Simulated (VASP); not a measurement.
The system is TaN.

```
CELL_PARAMETERS angstrom
0.00000 2.21132 2.21132
2.21132 0.00000 2.21132
2.21132 2.21132 0.00000
ATOMIC_POSITIONS crystal
Ta 0.50000 0.50000 0.50000
N 0.00000 0.00000 0.00000
```

The cell comes from a database or a generator and needn't be the stable form of this composition.

- Program: VASP 6.6.1
- Task: relaxation of cell and atoms
- Functional: r2SCAN
- Dispersion: rVV10
- Potentials or basis: VASP PAW PBE potentials, release 64 (Ta_pv, N)
- Cutoff: 600 eV
- k mesh: 16 × 16 × 16
- Occupations: gaussian, width 0.1 eV
- Spin: no spin polarisation

At the start: pressure -5.7 GPa; volume 10.81 Å³/atom.

Task: Where does the relaxation end?

Result: Over 4 steps the energy falls by 3.2 meV/atom and the volume is 10.63 Å³/atom (-1.7 %); space group Fm-3m (No. 225, to 0.05 Å).

The path:
```
step  energy change (eV)  largest force (eV/Å)  pressure (GPa)  volume (Å³)
   1              0.0000                0.0000           -5.67        21.63
   2              0.0313                0.0000           15.26        20.45
   3             -0.0064                0.0000           -0.08        21.28
   4             -0.0064                0.0000            0.04        21.27
```

Final structure:
```
Ta N
1.0
     0.00000    2.19907    2.19907
     2.19907    0.00000    2.19907
     2.19907    2.19907    0.00000
Ta N
1 1
Direct
  0.50000 0.50000 0.50000
  0.00000 0.00000 0.00000
```

Caveat: the PAW data sets were made with another functional, which shifts forces and pressure a little.
